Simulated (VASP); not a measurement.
Input of a VASP 6.6.1 run:

File INCAR:

```
ALGO = Fast
EDIFF = 1E-6
ENCUT = 520
ISIF = 2
ISMEAR = 0
LASPH = T
LCHARG = F
LREAL = F
LWAVE = F
NBANDS = 28
NELM = 100
PREC = Accurate
SIGMA = 0.1
```

The input KPOINTS:

```
k-points
0
Gamma
  9 9 9
```

POSCAR

```
Mo2Rh
1.0
    0.0000000000      1.9737520000      6.2088030000
    1.8753320000      0.0000000000      6.2088030000
    1.8753320000      1.9737520000      0.0000000000
Mo Rh
2 1
Direct
    0.3405790000      0.3405790000      0.6594210000
    0.6594210000      0.6594210000      0.3405790000
    0.0000000000      0.0000000000      0.0000000000
```

Potentials or basis: VASP PAW LDA potentials, release 64 (Mo_sv, Rh_pv).

The run is started by

```bash
$ cat potpaw_LDA.64/Mo_sv/POTCAR potpaw_LDA.64/Rh_pv/POTCAR > POTCAR
$ mpirun -np 1 vasp_std > vasp.out
```

Question: Predict the largest force.

Answer: 0.261 eV/Å.

Question: Estimate the band gap on the k mesh.

Answer: None (metal or under the smearing width).

Question: What does it give for the pressure?

Answer: -14.6 GPa.

Forces on the atoms (eV/Å):
```
Mo   0.000  0.000  0.261
Mo   0.000  0.000 -0.261
Rh   0.000  0.000  0.000
```
